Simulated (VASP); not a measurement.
Runs of VASP 6.6.1 on Si. It takes space group Fd-3m (No. 227, cubic). Conventional cell: a = 5.469 Å, b = 5.469 Å, c = 5.469 Å, α = 90.00°, β = 90.00°, γ = 90.00°. Si (site symmetry -43m) is surrounded by 4 Si at 2.37 Å. The cell was built by a generator and needn't be a form met in nature.

```csv
task,level,potentials or basis,spin,cell,k mesh,cutoff (eV),smearing,grid for exact exchange (PRECFOCK),screening parameter,GW scheme,cutoff of the response function,empty bands,gap on the mesh (eV),pressure (GPa),moment (μB)
electrostatic potential,r2SCAN,"VASP PAW PBE potentials, release 64 (Si)",off,"Fd-3m, 20.44 Å³/atom",10 × 10 × 10,520,gaussian 0.02 eV,-,-,-,-,-,0.81,-1.5,-
band structure,HSE06,"VASP PAW PBE potentials, release 64 (Si)",off,"Fd-3m, 20.44 Å³/atom",6 × 6 × 6,520,gaussian 0.02 eV,Fast,0.2 1/A,-,-,-,1.35,-1.8,-
band structure,r2SCAN,"VASP PAW PBE potentials, release 64 (Si)",off,"Fd-3m, 20.44 Å³/atom",10 × 10 × 10,520,gaussian 0.02 eV,-,-,-,-,-,0.81,-1.5,-
relaxation of cell and atoms,PBE,"VASP PAW PBE potentials, release 64 (Si)",off,relaxed,10 × 10 × 10,600,gaussian 0.02 eV,-,-,-,-,-,0.62,0.0,-
electrostatic potential,PBE0,"VASP PAW PBE potentials, release 64 (Si)",off,"Fd-3m, 20.44 Å³/atom",6 × 6 × 6,520,gaussian 0.02 eV,Fast,-,-,-,-,(a),-2.0,-
electrostatic potential,HSE06,"VASP PAW PBE potentials, release 64 (Si)",off,"Fd-3m, 20.44 Å³/atom",6 × 6 × 6,520,gaussian 0.02 eV,Fast,0.2 1/A,-,-,-,1.35,-1.8,-
band structure,PBE0,"VASP PAW PBE potentials, release 64 (Si)",off,"Fd-3m, 20.44 Å³/atom",6 × 6 × 6,520,gaussian 0.02 eV,Fast,-,-,-,-,1.99,-2.0,-
band structure,PBE,"VASP PAW PBE potentials, release 64 (Si)","non-collinear, zero start, SOC","Fd-3m, 20.44 Å³/atom",10 × 10 × 10,520,gaussian 0.02 eV,-,-,-,-,-,-,-,0.00
electrostatic potential,PBE,"VASP PAW PBE potentials, release 64 (Si)",off,"Fd-3m, 20.44 Å³/atom",10 × 10 × 10,520,gaussian 0.02 eV,-,-,-,-,-,0.62,0.0,-
band structure,PBE,"VASP PAW PBE potentials, release 64 (Si)",off,"Fd-3m, 20.44 Å³/atom",10 × 10 × 10,520,gaussian 0.02 eV,-,-,-,-,-,0.62,-,-
electrostatic potential,PBE,"VASP PAW PBE potentials, release 64 (Si)","non-collinear, zero start, SOC","Fd-3m, 20.44 Å³/atom",10 × 10 × 10,520,gaussian 0.02 eV,-,-,-,-,-,-,0.0,0.00
```

Question: Estimate the missing entries.

Answer: (a) 2.01.

Caveats: the PAW data sets were made with another functional, which shifts forces and pressure a little (some runs); the mesh misses the band edges, which the band path finds closer together (some runs).
